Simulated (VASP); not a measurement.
Output of a VASP run:

### OSZICAR
```
       N       E                     dE             d eps       ncg     rms          rms(c)
DAV:   1     0.600579531754E+02    0.60058E+02   -0.73070E+03   840   0.142E+03
DAV:   2    -0.312185169463E+02   -0.91276E+02   -0.85606E+02   852   0.266E+02
DAV:   3    -0.356572708679E+02   -0.44388E+01   -0.42786E+01  1076   0.690E+01
DAV:   4    -0.357564501456E+02   -0.99179E-01   -0.98986E-01  1000   0.982E+00
DAV:   5    -0.357596446728E+02   -0.31945E-02   -0.31936E-02  1128   0.184E+00    0.161E+01
DAV:   6    -0.369923850414E+02   -0.12327E+01   -0.45414E+01   992   0.150E+02    0.181E+01
DAV:   7    -0.319692221895E+02    0.50232E+01   -0.16080E+01  1068   0.108E+02    0.455E+00
DAV:   8    -0.320315164563E+02   -0.62294E-01   -0.14782E+00  1276   0.165E+01    0.336E+00
DAV:   9    -0.319972542511E+02    0.34262E-01   -0.34005E-01  1040   0.133E+01    0.648E-01
DAV:  10    -0.320033945777E+02   -0.61403E-02   -0.12300E-02   968   0.112E+00    0.507E-01
DAV:  11    -0.320014121264E+02    0.19825E-02   -0.74192E-03  1112   0.181E+00    0.870E-02
DAV:  12    -0.320021487344E+02   -0.73661E-03   -0.18597E-03  1036   0.733E-01    0.488E-02
DAV:  13    -0.320023567114E+02   -0.20798E-03   -0.27365E-04  1004   0.275E-01    0.195E-02
DAV:  14    -0.320023310609E+02    0.25650E-04   -0.31801E-05  1040   0.102E-01    0.514E-03
DAV:  15    -0.320023474884E+02   -0.16428E-04   -0.23742E-06   756   0.242E-02    0.437E-03
DAV:  16    -0.320023408378E+02    0.66507E-05   -0.95887E-07   480   0.217E-02    0.693E-04
DAV:  17    -0.320023423984E+02   -0.15606E-05   -0.25104E-07   456   0.102E-02    0.839E-04
DAV:  18    -0.320023415833E+02    0.81509E-06   -0.13337E-07   456   0.683E-03
   1 F= -.32002342E+02 E0= -.32002113E+02  d E =-.320023E+02
```

### OUTCAR
```
------------------------ aborting loop because EDIFF is reached ----------------------------------------
  FORCE on cell =-STRESS in cart. coord.  units (eV):
  Direction    XX          YY          ZZ          XY          YZ          ZX
  --------------------------------------------------------------------------------------
  Total        0.0446347      0.0446347      0.0446347      0.0000000     -0.0000000     -0.0000000
  in kB        1.9072919      1.9072919      1.9072919      0.0000000     -0.0000000     -0.0000000
  external PRESSURE =       1.9072919 kB  Pullay stress =       0.0000000 kB
  volume of cell :       37.49
      direct lattice vectors                 reciprocal lattice vectors
     0.000000000  2.656513748  2.656513748    -0.188216605  0.188216605  0.188216605
     2.656513748  0.000000000  2.656513748     0.188216605 -0.188216605  0.188216605
     2.656513748  2.656513748  0.000000000     0.188216605  0.188216605 -0.188216605
 POSITION                                       TOTAL-FORCE (eV/Angst)
 -----------------------------------------------------------------------------------
      0.00000      0.00000      0.00000         0.000000     -0.000000      0.000000
      1.32826      1.32826      1.32826         0.000000      0.000000     -0.000000
      3.98477      3.98477      3.98477        -0.000000     -0.000000      0.000000
 -----------------------------------------------------------------------------------
    total drift:                               -0.000000     -0.000000      0.000000
  FREE ENERGIE OF THE ION-ELECTRON SYSTEM (eV)
  ---------------------------------------------------
  free  energy   TOTEN  =       -32.0023415833 eV

  energy  without entropy=      -32.0016558299  energy(sigma->0) =      -32.00211300

 reached required accuracy - stopping structural energy minimisation
```
(Selected blocks of OUTCAR.)

File POSCAR:
```
CoSi2
1
    0.0000000000     2.6565137481     2.6565137481
    2.6565137481     0.0000000000     2.6565137481
    2.6565137481     2.6565137481    -0.0000000000
Co Si
1 2
Direct
  0.0000000000   0.0000000000   0.0000000000
  0.2500000000   0.2500000000   0.2500000000
  0.7500000000   0.7500000000   0.7500000000
```

Reconstruct the remaining input files.

One answer among several that fit: the input of the run itself, r2SCAN meta-GGA, plane waves, VASP's PBE PAW potentials (set 64).

File KPOINTS:
```
Automatic mesh
0
Gamma
9 9 9
0 0 0
```

INCAR:
```
! general
SYSTEM  = CoSi2
PREC    = Accurate
ENCUT   = 520   ! plane-wave cut-off (eV)
LREAL   = F   ! projection in real space or not
LASPH   = T   ! aspherical one-centre terms

! electronic loop
EDIFF   = 1E-6   ! SCF stop (eV)
NELM    = 100   ! most electronic steps
ALGO    = Normal   ! blocked Davidson
LMAXMIX = 4
LMIXTAU = T

! smearing
ISMEAR  = 1   ! Methfessel-Paxton
SIGMA   = 0.1   ! width (eV)

! functional
METAGGA = R2SCAN

! ions
IBRION  = 2   ! conjugate gradients
NSW     = 60   ! most ionic steps
ISIF    = 3
EDIFFG  = -0.02   ! ionic stop

! output
LWAVE   = F
LCHARG  = F
```

POTCAR, in this order: Co Si (PBE.64 set). Program: vasp_std.

The compound is CoSi2 in the fluorite structure. It was relaxed first. The start is the result of an earlier pass. The run is not spin-polarised, so no magnetic state was tried. The electron count is odd and the run is not spin-polarised, which forces a metal.
